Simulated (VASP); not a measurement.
Consider the following.

```
TiO2
1.0
    9.46363     0.00000     0.00000
    0.00000     2.96757     0.00000
    0.00000     0.00000     4.87780
Ti O
4 8
Cartesian
  6.02577   0.74189   2.78808
  3.43786   2.22568   2.08972
  8.16968   2.22568   0.34918
  1.29395   0.74189   4.52862
  4.45674   0.74189   1.43692
  5.00689   2.22568   3.44087
  0.27508   2.22568   3.87582
  9.18856   0.74189   1.00198
  2.53381   0.74189   3.10440
  6.92982   2.22568   1.77340
  2.19800   2.22568   0.66550
  7.26563   0.74189   4.21230
```

The numbers are results of r2SCAN meta-GGA, VASP's PBE PAW potentials (set 64) (plane waves; VASP), not measurements. Run with 520 eV cut-off, 3×8×5 Γ-centred mesh, tetrahedra with Blöchl corrections, potentials Ti_sv O.

The cores are frozen, which limits the accuracy of field gradients.

Problem. Give the principal components of the electric field gradient (V/Å²) and the asymmetry η at each nucleus.

Solution. 
```tsv
atom	Vxx	Vyy	Vzz	η
Ti1	20.1	2.2	-22.3	0.80
Ti2	20.1	2.2	-22.3	0.80
Ti3	20.1	2.2	-22.3	0.80
Ti4	20.1	2.2	-22.3	0.80
O5	-5.2	-3.5	8.6	0.20
O6	-5.2	-3.5	8.6	0.20
O7	-5.2	-3.5	8.6	0.20
O8	-5.2	-3.5	8.6	0.20
O9	10.6	9.6	-20.2	0.05
O10	10.6	9.6	-20.2	0.05
O11	10.6	9.6	-20.2	0.05
O12	10.6	9.6	-20.2	0.05
```

The structure comes from a computed database's TiO2 entry (Pnma); how it stands against other phases isn't given here. It was relaxed first.
